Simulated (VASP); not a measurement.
Calculation: HSE06 screened hybrid, VASP's PBE PAW potentials (set 64) (plane waves; VASP).

Input for VASP

### KPOINTS
```
Automatic mesh
0
Gamma
6 6 6
0 0 0
```

**INCAR**
```
SYSTEM = CdS
PREC = Accurate; ENCUT = 520; LREAL = .FALSE.
LASPH = .TRUE.; ISYM = 3
EDIFF = 1E-6; NELM = 60; ALGO = Normal
LMAXMIX = 4
ISMEAR = 0; SIGMA = 0.05
GGA = PE; LHFCALC = .TRUE.; AEXX = 0.25
HFSCREEN = 0.2; PRECFOCK = Fast
ISIF = 2
LWAVE = .FALSE.; LCHARG = .FALSE.
```

**POSCAR**
```
CdS
1
    0.0000000000     2.9977577980     2.9977577980
    2.9977577980     0.0000000000     2.9977577980
    2.9977577980     2.9977577980     0.0000000000
Cd S
1 1
Direct
  0.0000000000   0.0000000000   0.0000000000
  0.2500000000   0.2500000000   0.2500000000
```

POTCAR, in this order: Cd S (PBE.64 set). Program: vasp_std. Read from the step before: WAVECAR.

The resulting files:

**OSZICAR**
```
       N       E                     dE             d eps       ncg     rms          rms(c)
DAV:   1    -0.761662807475E+01   -0.76166E+01   -0.39251E-01   421   0.663E+00    0.160E+00
DAV:   2    -0.762005547295E+01   -0.34274E-02   -0.33354E-02   471   0.254E+00    0.959E-01
DAV:   3    -0.761878450541E+01    0.12710E-02   -0.34140E-03   486   0.777E-01    0.607E-01
DAV:   4    -0.761856600951E+01    0.21850E-03   -0.48014E-04   461   0.235E-01    0.371E-01
DAV:   5    -0.761852209625E+01    0.43913E-04   -0.67596E-05   456   0.772E-02    0.221E-01
DAV:   6    -0.761850503153E+01    0.17065E-04   -0.83604E-06   441   0.302E-02    0.127E-01
DAV:   7    -0.761849814836E+01    0.68832E-05   -0.31225E-06   431   0.167E-02    0.723E-02
DAV:   8    -0.761849596191E+01    0.21864E-05   -0.12219E-06   308   0.998E-03    0.420E-02
DAV:   9    -0.761849524848E+01    0.71344E-06   -0.58388E-07   283   0.714E-03
   1 F= -.76184952E+01 E0= -.76184952E+01  d E =-.377679E-15
```

**OUTCAR**
```
------------------------ aborting loop because EDIFF is reached ----------------------------------------
  FORCE on cell =-STRESS in cart. coord.  units (eV):
  Direction    XX          YY          ZZ          XY          YZ          ZX
  --------------------------------------------------------------------------------------
  Total       -0.9092522     -0.9092522     -0.9092522      0.0000000     -0.0000000     -0.0000000
  in kB      -27.0380483    -27.0380483    -27.0380483      0.0000000     -0.0000000     -0.0000000
  external PRESSURE =     -27.0380483 kB  Pullay stress =       0.0000000 kB
  volume of cell :       53.88
      direct lattice vectors                 reciprocal lattice vectors
     0.000000000  2.997757798  2.997757798    -0.166791327  0.166791327  0.166791327
     2.997757798  0.000000000  2.997757798     0.166791327 -0.166791327  0.166791327
     2.997757798  2.997757798  0.000000000     0.166791327  0.166791327 -0.166791327
  FREE ENERGIE OF THE ION-ELECTRON SYSTEM (eV)
  ---------------------------------------------------
  free  energy   TOTEN  =        -7.6184952485 eV

  energy  without entropy=       -7.6184952485  energy(sigma->0) =       -7.61849525

  exchange ACFDT corr.  =         0.00000000  see jH, gK, PRB 81, 115126
```
(Selected blocks of OUTCAR.)

The compound is CdS in the zinc blende structure, a metastable form; wurtzite is the usual one. This cell is one point of a volume scan, at 1.03 of the reference volume. The cell's shape comes from a PBE relaxation.
